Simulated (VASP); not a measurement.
Write an ASE script for VASP 6.6.1 that does the following.

```yaml
Task: single point
Functional: LDA
Potentials_or_basis: VASP PAW LDA potentials, release 64 (Y_sv, Rb_pv, Mg)
Cutoff: 500 eV
k_mesh: 5 × 5 × 5
Occupations: gaussian, width 0.02 eV
Spin: no spin polarisation
Further_INCAR_settings: ALGO = Normal; EDIFF = 1.00e-07
```

The structure of RbYMg6 lies in RbYMg6.cif:

```cif
data_RbYMg6
_cell_length_a 5.47240200
_cell_length_b 6.85970460
_cell_length_c 6.85970460
_cell_angle_alpha 61.90891134
_cell_angle_beta 90.00000000
_cell_angle_gamma 90.00000000
_space_group_name_H-M_alt 'P1'
_space_group_name_Hall 'P 1'
_space_group_IT_number 1
loop_
_space_group_symop_operation_xyz
'x,y,z'
loop_
_atom_site_label
_atom_site_type_symbol
_atom_site_symmetry_multiplicity
_atom_site_Wyckoff_symbol
_atom_site_fract_x
_atom_site_fract_y
_atom_site_fract_z
_atom_site_occupancy
Y1 Y 1 a 0.5000000000 0.3493590000 0.3493590000 1
Rb1 Rb 1 a 0.0000000000 0.1483530000 0.1483530000 1
Mg1 Mg 1 a 0.0000000000 0.6653070000 0.6653070000 1
Mg2 Mg 1 a 0.0000000000 0.1752200000 0.6457080000 1
Mg3 Mg 1 a 0.0000000000 0.6457080000 0.1752200000 1
Mg4 Mg 1 a 0.5000000000 0.8423840000 0.8423840000 1
Mg5 Mg 1 a 0.5000000000 0.3526540000 0.8210160000 1
Mg6 Mg 1 a 0.5000000000 0.8210160000 0.3526540000 1
```

The cell comes from a database or a generator and needn't be the stable form of this composition.

These files were run (other wordings do the same):

run.py

```python
from ase.calculators.vasp import Vasp
from ase.dft.bandgap import bandgap
from ase.io import read

atoms = read('RbYMg6.cif')
calc = Vasp(
    directory='calc',
    xc='lda',
    pp='LDA',
    setups='minimal',
    prec='Accurate',
    encut=500,
    ediff=1e-07,
    ismear=0,
    sigma=0.02,
    lreal=False,
    lasph=True,
    nelm=100,
    algo='Normal',
    isif=2,
    lwave=False,
    lcharg=False,
    kpts=[5, 5, 5],
    gamma=True,
)
atoms.calc = calc

print('energy (eV):', atoms.get_potential_energy())
print('free energy (eV):', atoms.get_potential_energy(force_consistent=True))
print('forces (eV/A):')
print(atoms.get_forces())
print('stress (eV/A^3, Voigt):', atoms.get_stress())
print('Fermi level (eV):', calc.get_fermi_level())
gap, top, bottom = bandgap(calc)
print('band gap (eV):', gap, 'from (spin, k, band)', top, 'to', bottom)
```

Potentials or basis: VASP PAW LDA potentials, release 64 (Y_sv, Rb_pv, Mg).

The run is started by

```sh
$ python run.py
```

Results of the run:

* Pressure: -2.1 GPa
* Largest force: 0.137 eV/Å
* Band gap on the k mesh: none (metal or under the smearing width)

It took 66 s on 1 thread of Intel(R) Xeon(R) 6975P-C (Granite Rapids), on a shared host, peak memory 0.34 GiB.
